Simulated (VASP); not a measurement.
Method: PBEsol GGA, VASP's PBE PAW potentials (set 64) (plane waves; VASP).

A VASP calculation is set up with these files.

**KPOINTS**
```
Automatic mesh
0
G
7 7 2
```

**POSCAR**
```
Cd3ZnS4
1
    2.0134651780    -3.4874241273    -0.0000000000
    2.0134651780     3.4874241273     0.0000000000
    0.0000000000    -0.0000000000    13.2681989626
Zn Cd S
1 3 4
Direct
  0.6666670000   0.3333330000   0.2497718256
  0.3333330000   0.6666670000   0.0107055796
  0.6666670000   0.3333330000   0.7517849585
  0.3333330000   0.6666670000   0.4931466741
  0.6666670000   0.3333330000   0.4244430298
  0.3333330000   0.6666670000   0.2007508669
  0.6666670000   0.3333330000   0.9409825418
  0.3333330000   0.6666670000   0.6824145240
```

**INCAR**
```
! general
SYSTEM =Cd3ZnS4
PREC   =Accurate
ENCUT  =400
LREAL  =.False.
LASPH  =.True.

! electronic loop
EDIFF  =1E-7
NELM   =100
ALGO   =Normal
LMAXMIX=4

! smearing
ISMEAR =-5

! functional
GGA    =PS

! ions
ISIF   =2

! output
LWAVE  =.False.
LCHARG =.True.
LORBIT =11
NEDOS  =601

! other
LEFG   =.True.
```

POTCAR, in this order: Zn Cd S (PBE.64 set). Program: vasp_std.

The run wrote:

File OSZICAR:
```
       N       E                     dE             d eps       ncg     rms          rms(c)
DAV:   1     0.515607256004E+03    0.51561E+03   -0.29832E+04  1376   0.137E+03
DAV:   2     0.171954137111E+02   -0.49841E+03   -0.48574E+03  1475   0.367E+02
DAV:   3    -0.285095296760E+02   -0.45705E+02   -0.45356E+02  1561   0.114E+02
DAV:   4    -0.297331424360E+02   -0.12236E+01   -0.12195E+01  1624   0.187E+01
DAV:   5    -0.297551859983E+02   -0.22044E-01   -0.22027E-01  1632   0.255E+00    0.162E+01
DAV:   6    -0.278281144767E+02    0.19271E+01   -0.43983E+00  1806   0.305E+01    0.123E+01
DAV:   7    -0.279273866064E+02   -0.99272E-01   -0.39362E+00  1498   0.936E+00    0.410E+00
DAV:   8    -0.278271298748E+02    0.10026E+00   -0.69555E-01  1608   0.656E+00    0.113E+00
DAV:   9    -0.278282338033E+02   -0.11039E-02   -0.53542E-02  1495   0.189E+00    0.299E-01
DAV:  10    -0.278285681522E+02   -0.33435E-03   -0.26106E-03  1633   0.340E-01    0.180E-01
DAV:  11    -0.278287125522E+02   -0.14440E-03   -0.85639E-04  1622   0.229E-01    0.505E-02
DAV:  12    -0.278287282610E+02   -0.15709E-04   -0.12540E-04  1537   0.659E-02    0.254E-02
DAV:  13    -0.278287320599E+02   -0.37989E-05   -0.16082E-05  1592   0.181E-02    0.139E-02
DAV:  14    -0.278287348572E+02   -0.27973E-05   -0.43933E-06  1469   0.989E-03    0.770E-03
DAV:  15    -0.278287348542E+02    0.30495E-08   -0.11958E-06  1416   0.591E-03    0.153E-03
DAV:  16    -0.278287349554E+02   -0.10123E-06   -0.23258E-07  1129   0.224E-03    0.136E-03
DAV:  17    -0.278287349789E+02   -0.23530E-07   -0.65737E-08   942   0.149E-03
   1 F= -.27828735E+02 E0= -.27828735E+02  d E =0.000000E+00
```

OUTCAR:
```
------------------------ aborting loop because EDIFF is reached ----------------------------------------
  FORCE on cell =-STRESS in cart. coord.  units (eV):
  Direction    XX          YY          ZZ          XY          YZ          ZX
  --------------------------------------------------------------------------------------
  Total       -0.0094741     -0.0094741      0.0374954      0.0000000      0.0000000      0.0000000
  in kB       -0.0814624     -0.0814624      0.3224020      0.0000000      0.0000000      0.0000000
  external PRESSURE =       0.0531591 kB  Pullay stress =       0.0000000 kB
  volume of cell :      186.33
      direct lattice vectors                 reciprocal lattice vectors
     2.013465178 -3.487424127  0.000000000     0.248328109 -0.143372295  0.000000000
     2.013465178  3.487424127  0.000000000     0.248328109  0.143372295  0.000000000
     0.000000000  0.000000000 13.268198963     0.000000000  0.000000000  0.075368179
 POSITION                                       TOTAL-FORCE (eV/Angst)
 -----------------------------------------------------------------------------------
      2.01347     -1.16248      3.31402        -0.000000     -0.000000     -0.006909
      2.01347      1.16248      0.14204         0.000000      0.000000      0.005969
      2.01347     -1.16248      9.97483        -0.000000     -0.000000      0.001072
      2.01347      1.16248      6.54317         0.000000      0.000000      0.009298
      2.01347     -1.16248      5.63159        -0.000000     -0.000000     -0.003752
      2.01347      1.16248      2.66360        -0.000000      0.000000     -0.001070
      2.01347     -1.16248     12.48514         0.000000     -0.000000      0.000157
      2.01347      1.16248      9.05441         0.000000     -0.000000     -0.004764
 -----------------------------------------------------------------------------------
    total drift:                               -0.000000     -0.000234     -0.000090
  FREE ENERGIE OF THE ION-ELECTRON SYSTEM (eV)
  ---------------------------------------------------
  free  energy   TOTEN  =       -27.8287349789 eV

  energy  without entropy=      -27.8287349789  energy(sigma->0) =      -27.82873498

 total charge

# of ion       s       p       d       tot
------------------------------------------
    1        0.507   0.426   9.794  10.727
    2        0.437   0.349   9.556  10.342
    3        0.436   0.348   9.557  10.342
    4        0.436   0.350   9.557  10.343
    5        1.316   2.400   0.000   3.716
    6        1.315   2.367   0.000   3.681
    7        1.317   2.387   0.000   3.704
    8        1.317   2.387   0.000   3.704
--------------------------------------------------
tot          7.080  11.015  38.464  56.559

 Electric field gradients after diagonalization (V/A^2)
 (convention: |V_zz| > |V_xx| > |V_yy|)
----------------------------------------------------------------------
 ion       V_xx      V_yy      V_zz     asymmetry (V_yy - V_xx)/ V_zz
----------------------------------------------------------------------
   1       6.775     6.763   -13.539       0.001
   2       3.079     3.074    -6.153       0.001
   3       0.517     0.513    -1.031       0.004
   4      -1.390    -1.386     2.777       0.002
   5      -6.819    -6.818    13.637       0.000
   6      10.178    10.178   -20.356       0.000
   7      -8.341    -8.341    16.682       0.000
   8      -8.112    -8.111    16.223       0.000
```
(Selected blocks of OUTCAR.)

OUTCAR:
```
 val. band max:        1.5375464572   @ k =   0.0000   0.0000   0.0000

 cond. band min:       2.7078060171   @ k =   0.0000   0.0000   0.0000


 Fermi energy:         1.5552216708

 k-point     1 :       0.0000    0.0000    0.0000
  band No.  band energies     occupation
      1     -11.1945      2.00000
      2     -10.8818      2.00000
      3     -10.7920      2.00000
      4     -10.5484      2.00000
      5      -6.2667      2.00000
      6      -6.2666      2.00000
      7      -6.2545      2.00000
      8      -6.2357      2.00000
      9      -6.2357      2.00000
     10      -6.1975      2.00000
     11      -6.1975      2.00000
     12      -6.1210      2.00000
     13      -5.8218      2.00000
     14      -5.8218      2.00000
     15      -5.7856      2.00000
     16      -5.7856      2.00000
     17      -5.7468      2.00000
     18      -5.7468      2.00000
     19      -5.6771      2.00000
     20      -4.7604      2.00000
     21      -4.7603      2.00000
     22      -4.5683      2.00000
     23      -4.4260      2.00000
     24      -4.4260      2.00000
     25      -3.3139      2.00000
     26      -1.2640      2.00000
     27      -1.1875      2.00000
     28       0.5142      2.00000
     29       0.5142      2.00000
     30       1.0312      2.00000
     31       1.0312      2.00000
     32       1.1792      2.00000
     33       1.1792      2.00000
     34       1.3530      2.00000
     35       1.5375      2.00000
     36       1.5375      2.00000
     37       2.7078      0.00000
     38       4.0093      0.00000
     39       4.5076      0.00000
     40       4.6235      0.00000
     41       7.2527      0.00000
     42       7.5817      0.00000
     43       7.5835      0.00000

 k-point     2 :       0.1429    0.0000    0.0000
  band No.  band energies     occupation
      1     -11.0998      2.00000
      2     -10.8138      2.00000
      3     -10.7301      2.00000
      4     -10.5091      2.00000
      5      -6.2393      2.00000
...
```

The structure was generated: Cd3ZnS4 was put into an ordered model structure (P3m1), which need not be its known phase. It was relaxed first.
